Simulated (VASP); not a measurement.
Consider the following.

```
CELL_PARAMETERS angstrom
      1.59122    -2.75608     0.00000
      1.59122     2.75608     0.00000
      0.00000     0.00000     5.18010
ATOMIC_POSITIONS crystal
  Ga 0.66667 0.33333 0.50003
  Ga 0.33333 0.66667 0.00003
  N  0.66667 0.33333 0.87697
  N  0.33333 0.66667 0.37697
```

These are PBEsol GGA, VASP's PBE PAW potentials (set 64) (plane waves; VASP) values and carry that method's errors. Numerical set-up: 520 eV cut-off, 7×7×4 Γ-centred mesh, Gaussian smearing of 0.050 eV, potentials Ga_d N.

Question: What does the run give for the energy per atom (σ→0)?

Answer: 
energy per atom (σ→0): -6.567 eV/atom

Only differences to runs with the same potentials and settings are physical.

The compound is GaN in the wurtzite structure. It was relaxed first. The start is the result of an earlier pass.
